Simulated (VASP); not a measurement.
Method: LDA (Ceperley-Alder, Perdew-Zunger), VASP's LDA PAW potentials (set 64) (plane waves; VASP).

Input for VASP

### POSCAR
```
Al
1
    0.0000000000     2.0250000000     2.0250000000
    2.0250000000     0.0000000000     2.0250000000
    2.0250000000     2.0250000000     0.0000000000
Al
1
Direct
  0.0000000000   0.0000000000   0.0000000000
```

INCAR:
```
ALGO  =  Normal
EDIFF  =  1E-6
EDIFFG  =  -0.01
ENCUT  =  400
IBRION  =  2
ISIF  =  3
ISMEAR  =  1
LASPH  =  .True.
LCHARG  =  .False.
LREAL  =  .False.
LWAVE  =  .False.
NELM  =  100
NSW  =  60
PREC  =  Accurate
SIGMA  =  0.1
SYSTEM  =  Al
```

### KPOINTS
```
K-points
0
gamma
 14 14 14
```

POTCAR, in this order: Al (LDA.64 set). Program: vasp_std.

Energy and stress use the plane-wave basis of the starting cell.

Question: Predict the energy per atom (σ→0), volume per atom, band gap (on the k-mesh).

Answer: 
```
Item                                                         Value
------------------------  ----------------------------------------
energy per atom (σ→0)                               -4.184 eV/atom
band gap (on the k-mesh)  none (metal, semimetal or under 0.01 eV)
volume per atom                                     15.76 Å^3/atom
```

OSZICAR:
```
...
DAV:   5    -0.418403202995E+01    0.13216E-06   -0.11475E-07   715   0.350E-03
   2 F= -.41840320E+01 E0= -.41840987E+01  d E =-.106296E-01
       N       E                     dE             d eps       ncg     rms          rms(c)
DAV:   1    -0.418434356023E+01   -0.31140E-03   -0.31655E-03  1310   0.353E-01    0.460E-02
DAV:   2    -0.418432526021E+01    0.18300E-04   -0.18759E-05  1125   0.368E-02    0.181E-02
DAV:   3    -0.418431345218E+01    0.11808E-04   -0.47698E-06  1295   0.129E-02    0.525E-03
DAV:   4    -0.418431290967E+01    0.54251E-06   -0.26920E-07   600   0.319E-03
   3 F= -.41843129E+01 E0= -.41844015E+01  d E =-.109104E-01
```

The compound is Al in the fcc structure. This run relaxes it. Symmetry was kept, so distortions that lower it aren't found.
